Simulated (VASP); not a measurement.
OSZICAR of a VASP run on AlGaN$_{2}$ (space group P3m1):

OSZICAR:
```
       N       E                     dE             d eps       ncg     rms          rms(c)
DAV:   1     0.167469784928E+03    0.16747E+03   -0.13402E+04  1725   0.231E+03
DAV:   2    -0.326444156243E+02   -0.20011E+03   -0.19514E+03  2100   0.442E+02
DAV:   3    -0.499563069503E+02   -0.17312E+02   -0.17204E+02  2024   0.123E+02
DAV:   4    -0.504159597029E+02   -0.45965E+00   -0.45911E+00  2466   0.206E+01
DAV:   5    -0.504223162947E+02   -0.63566E-02   -0.63542E-02  2301   0.199E+00    0.115E+01
DAV:   6    -0.419593637699E+02    0.84630E+01   -0.16494E+01  2521   0.592E+01    0.458E+00
DAV:   7    -0.405094453921E+02    0.14499E+01   -0.12991E+00  1995   0.113E+01    0.272E+00
DAV:   8    -0.429878333251E+02   -0.24784E+01   -0.22202E+00  2327   0.139E+01    0.230E+00
DAV:   9    -0.415126569616E+02    0.14752E+01   -0.78727E-01  1899   0.816E+00    0.507E-01
DAV:  10    -0.410945969961E+02    0.41806E+00   -0.23458E-01  2118   0.468E+00    0.178E-01
DAV:  11    -0.410913582371E+02    0.32388E-02   -0.23398E-02  1883   0.176E+00    0.271E-01
DAV:  12    -0.410921408092E+02   -0.78257E-03   -0.35037E-03  2213   0.877E-01    0.197E-01
DAV:  13    -0.411016938192E+02   -0.95530E-02   -0.38888E-03  1733   0.596E-01    0.788E-02
DAV:  14    -0.411042889422E+02   -0.25951E-02   -0.14293E-03  1786   0.415E-01    0.415E-02
DAV:  15    -0.411041404168E+02    0.14853E-03   -0.16792E-04  2411   0.228E-01    0.328E-02
DAV:  16    -0.411043218129E+02   -0.18140E-03   -0.95731E-05  1734   0.144E-01    0.103E-02
DAV:  17    -0.411042209045E+02    0.10091E-03   -0.27392E-05  1822   0.792E-02    0.534E-03
DAV:  18    -0.411042589274E+02   -0.38023E-04   -0.83036E-06  1852   0.312E-02    0.495E-03
DAV:  19    -0.411042365110E+02    0.22416E-04   -0.91551E-07  2074   0.222E-02    0.206E-03
DAV:  20    -0.411042485217E+02   -0.12011E-04   -0.72365E-07  1863   0.190E-02    0.109E-03
DAV:  21    -0.411042494033E+02   -0.88156E-06   -0.28621E-07  1575   0.618E-03    0.826E-04
DAV:  22    -0.411042539519E+02   -0.45486E-05   -0.29200E-08   934   0.286E-03    0.668E-04
DAV:  23    -0.411042536734E+02    0.27843E-06   -0.81730E-09   885   0.141E-03    0.369E-04
DAV:  24    -0.411042539184E+02   -0.24498E-06   -0.27770E-09   877   0.121E-03    0.181E-04
DAV:  25    -0.411042533031E+02    0.61534E-06   -0.19877E-09   876   0.137E-03    0.267E-04
DAV:  26    -0.411042535676E+02   -0.26447E-06   -0.10481E-09   871   0.710E-04    0.970E-05
DAV:  27    -0.411042534318E+02    0.13578E-06   -0.25504E-10   871   0.237E-04    0.520E-05
DAV:  28    -0.411042534483E+02   -0.16553E-07   -0.10017E-10   870   0.132E-04
   1 F= -.41104253E+02 E0= -.41104253E+02  d E =0.000000E+00
       N       E                     dE             ncg
       N       E                     dE             ncg
```

Question: Which electronic solver shows in the log?

Answer: It is blocked Davidson (ALGO = Normal, or the opening steps of other solvers). The INCAR had ALGO = Normal.

Question: Can the final energy be trusted as converged?

Answer: Self-consistency was reached. It stopped with EDIFF = 1E-7, NELM = 100 (r2SCAN meta-GGA, plane waves, VASP's PBE PAW potentials (set 64)).

The structure comes from a computed database's AlGaN2 entry (P3m1); how it stands against other phases isn't given here. It was relaxed first.
